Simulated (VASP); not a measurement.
An input for Quantum ESPRESSO's pw.x (written as the equivalent of a VASP run, and not itself run):

```
&CONTROL
  calculation = 'scf'
  pseudo_dir = './pseudo'
  outdir = './out'
  tprnfor = .true.
  tstress = .true.
/
&SYSTEM
  ibrav = 0
  nat = 6
  ntyp = 2
  ecutwfc = 70
  occupations = 'tetrahedra'
  input_dft = 'pz'
/
&ELECTRONS
  conv_thr = 7.3e-09
  electron_maxstep = 100
/
ATOMIC_SPECIES
  W 183.840 W.upf
  S 32.060 S.upf
CELL_PARAMETERS angstrom
     1.5641816   -2.7092420    0.0000000
     1.5641816    2.7092420    0.0000000
    -0.0000000   -0.0000000   12.1781323
ATOMIC_POSITIONS crystal
  W    0.3333330  0.6666670  0.2500000
  W    0.6666670  0.3333330  0.7500000
  S    0.3333330  0.6666670  0.8783980
  S    0.6666670  0.3333330  0.3783980
  S    0.6666670  0.3333330  0.1216020
  S    0.3333330  0.6666670  0.6216020
K_POINTS automatic
  9 9 2 0 0 0
```

### Question
Translate this input to VASP (INCAR, KPOINTS, POSCAR, choice of POTCAR).

### Answer
This is not unique; one that fits is 
**KPOINTS**
```
Automatic mesh
0
Gamma
9 9 2
0 0 0
```

### INCAR
```
ALGO = Normal
EDIFF = 1E-7
ENCUT = 520
ISIF = 2
ISMEAR = -5
LASPH = .TRUE.
LCHARG = .TRUE.
LEFG = .TRUE.
LMAXMIX = 6
LORBIT = 11
LREAL = .FALSE.
LWAVE = .FALSE.
NEDOS = 601
NELM = 100
PREC = Accurate
SYSTEM = WS2
```

File POSCAR:
```
WS2
1
    1.5641816013    -2.7092419842     0.0000000000
    1.5641816013     2.7092419842     0.0000000000
   -0.0000000000    -0.0000000000    12.1781323395
W S
2 4
Direct
  0.3333330000   0.6666670000   0.2500000000
  0.6666670000   0.3333330000   0.7500000000
  0.3333330000   0.6666670000   0.8783979818
  0.6666670000   0.3333330000   0.3783979818
  0.6666670000   0.3333330000   0.1216020182
  0.3333330000   0.6666670000   0.6216020182
```

POTCAR, in this order: W_sv S (LDA.64 set). Program: vasp_std.

Limits of the translation: the potentials are each code's own (VASP's PAW set, PseudoDojo norm-conserving files in pw.x), so ENCUT and ecutwfc are chosen apart and not converted; conv_thr bounds pw.x's estimated SCF error, while EDIFF bounds the energy change between steps; the field gradients of LEFG aren't asked of the other code.

The compound is WS2 in the 2H layered structure. It was relaxed first.
